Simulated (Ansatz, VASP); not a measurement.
## Ti5W3 (random alloy of the bcc W-Ti line, x = 0.625): VASP beside Ansatz

One calculation is typed for both programs; each brings its own data sets. How far apart do they land? The cell is taken from a series of runs on this material, whose earlier steps may have relaxed, scaled, displaced or heated it; both programs get it as it stands.

Calculated with Ansatz 0.2.0; plane waves, with VASP 6.6.1 beside it; single point at PBE.

## Step 1: Set-up

The cell holds 64 atoms: 24 W and 40 Ti. Its edges and angles: a = 12.902 Å, b = 12.902 Å, c = 6.451 Å, α = 90.0°, β = 90.0°, γ = 90.0°. It derives from W (bcc W-Ti), repeated 4×4×2. Bcc W-Ti: 64 atoms, 40 of 64 W sites given to Ti at random, cell and internal coordinates interpolated linearly between the end members (Vegard's rule); (so at first; earlier steps may have moved the atoms), displaced by a Gaussian of 0.02 A. Lattice constants are starting values near those of PBE.

## Step 2: VASP: single point, PBE

With cell and atoms fixed, the geometry can't cause a difference; cores, projectors, grids and the points listed under the comparison can.

Lines of VASP's logs that name or quote its potential files are left out, and so is its time.

File INCAR:

```
SYSTEM = Ti5W3
PREC = Accurate
ENCUT = 520
EDIFF = 1E-06
NELM = 120
ISMEAR = -1
SIGMA = 0.1
LREAL = Auto
ALGO = Normal
GGA = PE
NBANDS = 368
LASPH = .TRUE.
LORBIT = 11
LWAVE = .FALSE.
LCHARG = .FALSE.
ISIF = 2
GGA_COMPAT = .FALSE.
KPAR = 8
```

File POSCAR:

```
Ti5W3
1.0
   12.9025000000      0.0000000000      0.0000000000
    0.0000000000     12.9025000000      0.0000000000
    0.0000000000      0.0000000000      6.4512500000
W Ti
24 40
Direct
    0.0025200000      0.9990500000      0.9983600000
    0.1233400000      0.1263400000      0.2428600000
    0.1233000000      0.3747300000      0.2472800000
    0.9989300000      0.4993800000      0.4978700000
    0.2501900000      0.0009600000      0.0009300000
    0.3744500000      0.1232300000      0.2489200000
    0.3718700000      0.6245300000      0.2525700000
    0.3746900000      0.6252900000      0.7512700000
    0.2503100000      0.7501800000      0.9979200000
    0.3755900000      0.8751900000      0.2535000000
    0.4994700000      0.0000700000      0.9980800000
    0.4999600000      0.4988000000      0.0039500000
    0.6280500000      0.6221200000      0.2538300000
    0.6248400000      0.8763500000      0.7523300000
    0.7508200000      0.0002100000      0.0002400000
    0.8759600000      0.1253600000      0.2521200000
    0.7495200000      0.9962300000      0.5032200000
    0.7503900000      0.2495400000      0.5015400000
    0.7534000000      0.4970600000      0.9979900000
    0.8764000000      0.6289200000      0.2492300000
    0.7500700000      0.4996500000      0.5041300000
    0.8745500000      0.6260500000      0.7490100000
    0.8770000000      0.8748300000      0.2480900000
    0.8748900000      0.8768000000      0.7511500000
    0.0027000000      0.9988200000      0.5009900000
    0.1246100000      0.1272700000      0.7436100000
    0.9995000000      0.2494000000      0.0035100000
    0.0000700000      0.2509000000      0.4965900000
    0.1267700000      0.3764000000      0.7515600000
    0.0014000000      0.4989400000      0.9996200000
    0.1235500000      0.6245800000      0.2516400000
    0.1236900000      0.6239600000      0.7499600000
    0.9982700000      0.7503600000      0.0051500000
    0.1261500000      0.8747000000      0.2472500000
    0.9988400000      0.7526200000      0.5001600000
    0.1240100000      0.8753000000      0.7565100000
    0.2496800000      0.0009100000      0.5026000000
    0.3764400000      0.1254400000      0.7527400000
    0.2488300000      0.2519400000      0.0015900000
    0.3745400000      0.3757600000      0.2497700000
    0.2517500000      0.2523600000      0.5067800000
    0.3728400000      0.3727600000      0.7484400000
    0.2502500000      0.5013600000      0.0009800000
    0.2503600000      0.5011800000      0.4993100000
    0.2518600000      0.7502900000      0.4988400000
    0.3740100000      0.8756600000      0.7502400000
    0.6260800000      0.1243100000      0.2538000000
    0.5006300000      0.0009200000      0.4966100000
    0.6252600000      0.1261500000      0.7470400000
    0.4995900000      0.2500500000      0.9957400000
    0.6254900000      0.3763100000      0.2473400000
    0.5005400000      0.2479700000      0.4998800000
    0.6225000000      0.3767400000      0.7512700000
    0.5025200000      0.5005200000      0.4962800000
    0.6263400000      0.6247200000      0.7481300000
    0.4980900000      0.7508500000      0.0024600000
    0.6240300000      0.8758100000      0.2464500000
    0.5012400000      0.7500700000      0.4994200000
    0.8783900000      0.1256800000      0.7496900000
    0.7497900000      0.2498200000      0.0000500000
    0.8732600000      0.3742000000      0.2469100000
    0.8747300000      0.3765300000      0.7506600000
    0.7480300000      0.7504900000      0.0015600000
    0.7508700000      0.7503700000      0.5008700000
```

File KPOINTS:

```
Automatic mesh
0
Gamma
2 2 3
0 0 0
```

Potentials, in the order of the species: W and Ti_sv (PBE family, release 64).

The run is started by

```bash
> mpirun -np 8 vasp_std
```

Numbers of over 12 decimals in the logs are rounded to 6 here.

The log of the run:

```text
[banner, memory and clock lines left out]
running    8 mpi-ranks, on    1 nodes
[...]
|                                                                             |
|           W    W    AA    RRRRR   N    N  II  N    N   GGGG   !!!           |
|           W    W   A  A   R    R  NN   N  II  NN   N  G    G  !!!           |
|           W    W  A    A  R    R  N N  N  II  N N  N  G       !!!           |
|           W WW W  AAAAAA  RRRRR   N  N N  II  N  N N  G  GGG   !            |
|           WW  WW  A    A  R   R   N   NN  II  N   NN  G    G                |
|           W    W  A    A  R    R  N    N  II  N    N   GGGG   !!!           |
|                                                                             |
|     For optimal performance we recommend to set                             |
|       NCORE = 2 up to number-of-cores-per-socket                            |
|     NCORE specifies how many cores store one orbital (NPAR=cpu/NCORE).      |
|     This setting can greatly improve the performance of VASP for DFT.       |
|     The default, NCORE=1 might be grossly inefficient on modern             |
|     multi-core architectures or massively parallel machines. Do your        |
|     Unfortunately you need to use the default for GW and RPA                |
|     calculations (for HF NCORE is supported but not extensively tested      |
|     yet).                                                                   |
|                                                                             |

 LDA part: xc-table for (Slater+PW92), standard interpolation
 POSCAR, INCAR and KPOINTS ok, starting setup
[...]
entering main loop
       N       E                     dE             d eps       ncg     rms          rms(c)
DAV:   1     0.890973338104E+04    0.89097E+04   -0.29290E+05  5952   0.198E+03
DAV:   2     0.811740383104E+03   -0.80980E+04   -0.79313E+04  5888   0.640E+02
DAV:   3    -0.440236986841E+03   -0.12520E+04   -0.11915E+04  8984   0.211E+02
DAV:   4    -0.660314834747E+03   -0.22008E+03   -0.21156E+03  8664   0.736E+01
[...]
DAV:  29    -0.623736367939E+03    0.20093E-06   -0.39579E-05  7856   0.238E-02    0.122E-02
DAV:  30    -0.623736368487E+03   -0.54778E-06   -0.17110E-05  7032   0.167E-02    0.786E-03
DAV:  31    -0.623736368303E+03    0.18427E-06   -0.55628E-06  5680   0.967E-03
   1 F= -.62373637E+03 E0= -.62197611E+03  d E =-.352052E+01
```

OUTCAR, selected parts (step 2):

```text
  Total      -35.1593916    -32.8039491    -32.0182924      1.1583685      0.5690999      0.4432536
  in kB      -52.4517915    -48.9378747    -47.7658094      1.7280874      0.8489996      0.6612584
  external PRESSURE =     -49.7184919 kB  Pullay stress =       0.0000000 kB

 POSITION                                       TOTAL-FORCE (eV/Angst)
 -----------------------------------------------------------------------------------
      0.03251     12.89024      6.44067        -0.782707      0.196954      0.521666
      1.59139      1.63010      1.56675         0.309888     -0.859704     -0.223554
      1.59088      4.83495      1.59527        -0.246585      0.542021      0.486231
     12.88869      6.44325      3.21188        -0.029695      0.360816     -0.346679
      3.22808      0.01239      0.00600         0.110643      0.484677      0.805202
      4.83134      1.58998      1.60585         0.196633     -0.096204     -0.518605
      4.79805      8.05800      1.62939         0.152167     -0.057740     -0.573500
      4.83444      8.06780      4.84663         0.024022      0.051222      0.584894
      3.22962      9.67920      6.43783         0.993023     -0.556056      0.460409
      4.84605     11.29214      1.63539        -0.442637      0.305703     -1.027659
      6.44441      0.00090      6.43886        -0.205054     -0.308767      0.445965
      6.45073      6.43577      0.02548        -0.572033      1.102578      0.089813
      8.10342      8.02690      1.63752         0.086554     -0.858089     -0.361041
      8.06200     11.30711      4.85347         0.080879      0.788411      0.307549
[...]
-----------------------------------------------------------------------------------
    total drift:                                0.055406      0.248518     -0.005000

  FREE ENERGIE OF THE ION-ELECTRON SYSTEM (eV)
  ---------------------------------------------------
  free  energy   TOTEN  =      -623.7363683025 eV

  energy  without entropy=     -620.2158509734  energy(sigma->0) =     -621.97610964

[... 2 further parts left out ...]
```

The run ends at a pressure of -4.97 GPa, with forces up to 1.4 eV/Å.

## Step 3: Ansatz: single point, PBE

Ansatz runs on its default PAW (the set named soft_2) files.

The same cell, functional, mesh and smearing now go to Ansatz, which takes its cutoff from its data sets.

File input.yaml:

```yaml
crystal:
  lattice:
    - [12.9025, 0.0, 0.0]
    - [0.0, 12.9025, 0.0]
    - [0.0, 0.0, 6.45125]
  atoms:
    - { symbol: W, position: [0.00252, 0.99905, 0.99836] }
    - { symbol: W, position: [0.12334, 0.12634, 0.24286] }
    - { symbol: Ti, position: [0.0027, 0.99882, 0.50099] }
    - { symbol: Ti, position: [0.12461, 0.12727, 0.74361] }
    - { symbol: Ti, position: [0.9995, 0.2494, 0.00351] }
    - { symbol: W, position: [0.1233, 0.37473, 0.24728] }
    - { symbol: Ti, position: [7.0e-05, 0.2509, 0.49659] }
    - { symbol: Ti, position: [0.12677, 0.3764, 0.75156] }
    - { symbol: Ti, position: [0.0014, 0.49894, 0.99962] }
    - { symbol: Ti, position: [0.12355, 0.62458, 0.25164] }
    - { symbol: W, position: [0.99893, 0.49938, 0.49787] }
    - { symbol: Ti, position: [0.12369, 0.62396, 0.74996] }
    - { symbol: Ti, position: [0.99827, 0.75036, 0.00515] }
    - { symbol: Ti, position: [0.12615, 0.8747, 0.24725] }
    - { symbol: Ti, position: [0.99884, 0.75262, 0.50016] }
    - { symbol: Ti, position: [0.12401, 0.8753, 0.75651] }
    - { symbol: W, position: [0.25019, 0.00096, 0.00093] }
    - { symbol: W, position: [0.37445, 0.12323, 0.24892] }
    - { symbol: Ti, position: [0.24968, 0.00091, 0.5026] }
    - { symbol: Ti, position: [0.37644, 0.12544, 0.75274] }
    - { symbol: Ti, position: [0.24883, 0.25194, 0.00159] }
    - { symbol: Ti, position: [0.37454, 0.37576, 0.24977] }
    - { symbol: Ti, position: [0.25175, 0.25236, 0.50678] }
    - { symbol: Ti, position: [0.37284, 0.37276, 0.74844] }
    - { symbol: Ti, position: [0.25025, 0.50136, 0.00098] }
    - { symbol: W, position: [0.37187, 0.62453, 0.25257] }
    - { symbol: Ti, position: [0.25036, 0.50118, 0.49931] }
    - { symbol: W, position: [0.37469, 0.62529, 0.75127] }
    - { symbol: W, position: [0.25031, 0.75018, 0.99792] }
    - { symbol: W, position: [0.37559, 0.87519, 0.2535] }
    - { symbol: Ti, position: [0.25186, 0.75029, 0.49884] }
    - { symbol: Ti, position: [0.37401, 0.87566, 0.75024] }
    - { symbol: W, position: [0.49947, 7.0e-05, 0.99808] }
    - { symbol: Ti, position: [0.62608, 0.12431, 0.2538] }
    - { symbol: Ti, position: [0.50063, 0.00092, 0.49661] }
    - { symbol: Ti, position: [0.62526, 0.12615, 0.74704] }
    - { symbol: Ti, position: [0.49959, 0.25005, 0.99574] }
    - { symbol: Ti, position: [0.62549, 0.37631, 0.24734] }
    - { symbol: Ti, position: [0.50054, 0.24797, 0.49988] }
    - { symbol: Ti, position: [0.6225, 0.37674, 0.75127] }
    - { symbol: W, position: [0.49996, 0.4988, 0.00395] }
    - { symbol: W, position: [0.62805, 0.62212, 0.25383] }
    - { symbol: Ti, position: [0.50252, 0.50052, 0.49628] }
    - { symbol: Ti, position: [0.62634, 0.62472, 0.74813] }
    - { symbol: Ti, position: [0.49809, 0.75085, 0.00246] }
    - { symbol: Ti, position: [0.62403, 0.87581, 0.24645] }
    - { symbol: Ti, position: [0.50124, 0.75007, 0.49942] }
    - { symbol: W, position: [0.62484, 0.87635, 0.75233] }
    - { symbol: W, position: [0.75082, 0.00021, 0.00024] }
    - { symbol: W, position: [0.87596, 0.12536, 0.25212] }
    - { symbol: W, position: [0.74952, 0.99623, 0.50322] }
    - { symbol: Ti, position: [0.87839, 0.12568, 0.74969] }
    - { symbol: Ti, position: [0.74979, 0.24982, 5.0e-05] }
    - { symbol: Ti, position: [0.87326, 0.3742, 0.24691] }
    - { symbol: W, position: [0.75039, 0.24954, 0.50154] }
    - { symbol: Ti, position: [0.87473, 0.37653, 0.75066] }
    - { symbol: W, position: [0.7534, 0.49706, 0.99799] }
    - { symbol: W, position: [0.8764, 0.62892, 0.24923] }
    - { symbol: W, position: [0.75007, 0.49965, 0.50413] }
    - { symbol: W, position: [0.87455, 0.62605, 0.74901] }
    - { symbol: Ti, position: [0.74803, 0.75049, 0.00156] }
    - { symbol: W, position: [0.877, 0.87483, 0.24809] }
    - { symbol: Ti, position: [0.75087, 0.75037, 0.50087] }
    - { symbol: W, position: [0.87489, 0.8768, 0.75115] }
kpoints:
  mp_grid: { grid: [2, 2, 3] }
hamiltonian:
  xc: pbe
scf:
  occupations: { method: fermi_dirac, width: 0.1 }
output:
  forces: true
```

The run is started by

```bash
> ansatz run input.yaml --threads 4 --pin off --max-ram 15872MiB --backend cpu --events-out ev --progress --plain --runs-dir out
```

The log of the run:

```text
Engine: ansatz 0.2.0, aarch64-unknown-linux-gnu
Pseudopotentials: kind: paw
Pseudopotential: W, paw, valence charge 14, recommended cutoff 420 eV (normal), W.paw.azcp
Pseudopotential: Ti, paw, valence charge 12, recommended cutoff 420 eV (normal), Ti.paw.azcp
Functional definition: PBE
  parameter kappa = 0.804
  parameter beta = 0.066725
  exchange = pbe_x(kappa = kappa, mu = beta*pi^2/3)
  correlation = pbe_c(beta = beta)
Crystal: 64 atoms, lattice volume = 1073.969 Å³
Basis set: ecut = 420 eV, 20965 PW (Γ), exchange–correlation on 180×180×90 points (8 copies of the dense FFT grid, shifted against one another)
Bands: 490, of which v1, the nominal top of the filled ones, is band 408 counted from 1 (407 counted from 0)
Symmetry: 1 space group operations
Space group: P1 (ITA 1), of the structure as read, at distance tolerance 1.0e-4 Å
k-points: 8 of 12 (time reversal used)
Non-local potential: W, projectors of the file, l = 0: 3, l = 1: 2, l = 2: 2, l = 3: 1
Non-local potential: Ti, projectors of the file, l = 0: 3, l = 1: 2, l = 2: 3, l = 3: 1
PAW form: soft (Blöchl's): semilocal exchange-correlation on the pseudo side does not see the compensation charge
PAW one-centre angular grid: W, 590 points (default); XC on 64 Gauss nodes
PAW one-centre angular grid: Ti, 590 points (default); XC on 64 Gauss nodes
Initial density: superposition of atomic densities (neutral atoms: chi_scale 0, normalization atom), corrected by the library's trained network
Initial wavefunctions: pseudopotential atomic-orbital guess
Functional: x = pbe(κ = 0.804, μ = 0.219515), c = pbe(β = 0.066725)
SCF iter   1: F=—  HF=-349220.906648 eV  |F-HF|=—  |Δ(HF+E_count)|=         —  Δρ=8.82e-3  dr2=3.50e0  ethr=1.77e-3  ⟨swp⟩=9.9  Hψ=20391  notcnv=0
preconditioner: auto → Kerker (q_TF=auto, 2.606 Å⁻¹)  [metal: Δε(μ)=0.003 eV  Ē_g=3.247 eV  σ=0.100 eV  W_gap=0.01  n_scr=300 (ndim 8)  ℏωp=19.8 eV  f_vac=0.000  D(μ)=106.99/eV (n_scr^D=1392)]
SCF iter   2: F=—  HF=-349220.767426 eV  |F-HF|=—  |Δ(HF+E_count)|=   1.39e-1  Δρ=3.91e-3  dr2=6.67e-1  ethr=4.29e-4  ⟨swp⟩=1.1  Hψ=4515  notcnv=0
SCF iter   3: F=—  HF=-349220.728266 eV  |F-HF|=—  |Δ(HF+E_count)|=   3.92e-2  Δρ=6.64e-4  dr2=6.05e-3  ethr=8.18e-5  ⟨swp⟩=1.4  Hψ=3932  notcnv=0
SCF iter   4: F=—  HF=-349220.728374 eV  |F-HF|=—  |Δ(HF+E_count)|=   1.08e-4  Δρ=1.62e-4  dr2=4.59e-4  ethr=7.42e-7  ⟨swp⟩=2.0  Hψ=5266  notcnv=0
SCF iter   5: F=—  HF=-349220.728349 eV  |F-HF|=—  |Δ(HF+E_count)|=   2.55e-5  Δρ=4.13e-5  dr2=2.21e-5  ethr=5.62e-8  ⟨swp⟩=2.9  Hψ=6429  notcnv=0
SCF iter   6: F=—  HF=-349220.728376 eV  |F-HF|=—  |Δ(HF+E_count)|=   2.65e-5  Δρ=1.39e-5  dr2=2.33e-6  ethr=2.71e-9  ⟨swp⟩=2.0  Hψ=5059  notcnv=0
SCF iter   7: F=—  HF=-349220.728375 eV  |F-HF|=—  |Δ(HF+E_count)|=   3.38e-7  Δρ=3.87e-6  dr2=2.91e-7  ethr=2.86e-10  ⟨swp⟩=2.0  Hψ=5255  notcnv=0
SCF iter   8: F=-349220.728375 eV  HF=-349220.728375 eV  |F-HF|=2.09e-8  |Δ(HF+E_count)|=   2.07e-8  Δρ=1.10e-6  dr2=2.34e-8  ethr=1.23e-11  ⟨swp⟩=3.8  Hψ=10470  notcnv=0
SCF 1 converged in 8 iterations: F = -349220.728375 eV  dr2 = 2.34e-8
  greatest PAW one-centre occupation: 1.000 electrons in one spin orbital (limit 2), on the W atom at site 10 (counted from 0), in its partial waves of l = 0
SCF converged after 8 iterations
Free energy (F): -349220.728375 eV
Harris-Foulkes:  -349220.728375 eV  (|F-HF|=2.09e-8)
Internal energy: -349217.210162 eV  (E = F + TS)
E sigma→0 (E₀):  -349218.969268 eV
Entropy (-TS):   -3.518213 eV (-54.972 meV/atom)
Fermi energy:    16.154930 eV
--- Per-component energies (eV) ---
  E_band       = -8624.911703
  E_kinetic    = 21661.034430
  E_local      = -47667.732008  (includes V_loc(G=0)·N_el)
  E_nonlocal   = 348.542181
  E_hartree    = 18727.087229
  E_xc         = -10287.532624
  E_vxc        = -10586.941683  (∫ρ·V_xc dr)
  E_paw        = -247403.242185  (= ΣΔE_a)
  E_vpaw       = -9833.982966  (= ΣTr[D̂ρ^β])
  E_aug_tail   = 0.003428  (compensation charges beyond the density's cutoff)
  E_ewald      = -84595.370612
  E_smearing   = -3.518213  (= −TS)
  E_closure    = -0.000000  (closes the sum)
  Σ components = -349220.728375   (vs F -349220.728375, Δ=0.00e0)
--- Forces (eV/Å), atoms counted from 1 ---
  atom   1  W     -0.74906217     0.20879504     0.47756950
  atom   2  W      0.31947315    -0.80394021    -0.15746192
  atom   3  Ti    -0.45198877     0.18912172    -0.55215821
  atom   4  Ti     0.00701393    -0.47292066     0.71974650
  atom   5  Ti     0.45762960    -0.16782993     0.67457948
  atom   6  W     -0.21526429     0.52889100     0.46596750
  atom   7  Ti     0.36343427    -0.19767780    -0.85189566
  atom   8  Ti    -0.32451465     0.21434993    -0.22175160
  atom   9  Ti    -0.32664234     0.36340317     0.21225711
  atom  10  Ti     0.11975124     0.06653225    -0.01859799
  atom  11  W     -0.00115401     0.34164050    -0.32339742
  atom  12  Ti     0.03332447     0.02381263    -0.12521468
  atom  13  Ti    -0.86759980    -0.06440215    -0.24919548
  atom  14  Ti     0.29990739     0.22423437    -0.70102492
  atom  15  Ti    -1.02436108    -0.07369310    -0.04448415
  atom  16  Ti     0.50985673     0.22976837     0.62957337
  atom  17  W      0.08997912     0.45573016     0.72728280
  atom  18  W      0.20457673    -0.03134606    -0.46537152
  atom  19  Ti     0.26966634     0.19639916    -0.85931597
  atom  20  Ti    -0.07416797    -0.52842627     0.47894154
  atom  21  Ti    -0.15557299    -0.43704344     0.67137882
  atom  22  Ti     0.39084221     0.17957146    -0.19916461
  atom  23  Ti    -0.36539765    -0.38545724    -1.22179178
  atom  24  Ti     0.53417458     0.53506975     0.31950695
[...]
atom  57  W     -0.01619909     1.13648473     0.28106834
  atom  58  W      0.00838479    -1.29710313     0.33697700
  atom  59  W      0.07868486     0.92792225    -0.50329226
  atom  60  W     -0.15902779    -0.99983973    -0.01217446
  atom  61  Ti     0.64914973     0.02412322    -0.06983616
  atom  62  W     -0.41947409     0.78248155    -0.01710652
  atom  63  Ti     0.42489758     0.01964057    -0.01754861
  atom  64  W      0.01415282     0.57282575     0.20267809
  max |Σ_I F_I| component: 4.98e-5 eV/Å
```

The column dr2 measures how far the density is from self-consistency, as an energy; F and HF (Harris–Foulkes) agree once it is small.

## Step 4: Comparison

Known differences besides the potentials themselves: the data sets hold 816 valence electrons in Ansatz (on its default PAW (the set named soft_2) files) and 624 in VASP; the cutoff is 420 eV in Ansatz and 520 eV in VASP (PREC = Accurate, projectors in real space). Total energies have different zeros and are not compared.

Forces on 10 of the 64 atoms, those with the largest forces and the largest differences (eV/Å; atoms numbered as in POSCAR):

```tsv
atom	Ansatz x, y, z	VASP x, y, z
W9	0.920, -0.530, 0.449	0.993, -0.556, 0.460
W10	-0.425, 0.288, -0.966	-0.443, 0.306, -1.028
W12	-0.562, 1.051, 0.066	-0.572, 1.103, 0.090
W13	0.053, -0.776, -0.364	0.087, -0.858, -0.361
W14	0.044, 0.708, 0.287	0.081, 0.788, 0.308
W19	-0.016, 1.136, 0.281	0.007, 1.186, 0.290
W20	0.008, -1.297, 0.337	-0.004, -1.339, 0.359
W21	0.079, 0.928, -0.503	0.091, 0.996, -0.518
W24	0.014, 0.573, 0.203	-0.027, 0.648, 0.222
Ti41	-0.365, -0.385, -1.222	-0.373, -0.396, -1.249
```

The forces differ by 31 meV/Å r.m.s., which is 6.6 % of the r.m.s. force of 0.472 eV/Å (both taken over all components).

## Step 5: Summary of results

```
r.m.s. force difference (single point, PBE) : 6.6 % of the r.m.s. force
```

The r.m.s. force difference is 6.6 % of the r.m.s. force (single point, PBE), beyond the 3 % picked in this series as the mark of a large difference. The data sets hold unlike numbers of valence electrons (816 in Ansatz and 624 in VASP), so part of the differences comes from the potentials. What causes the difference of the single point, PBE pair stays open here. How closely two codes agree says nothing of how well the functional describes the real material.

[Lines on the potential files, build, host, timing and source positions are cut from VASP's logs without a mark.]

[Logs are printed without paths, hosts, clocks, repeated set-up lines and the standing remarks that a program may print on its own settings, such as how far it seeks lower states.]

[Hosts, paths, dates, database ids (printed as entryN), source tags and the programs' standing remarks are cut or masked in the printed files.]
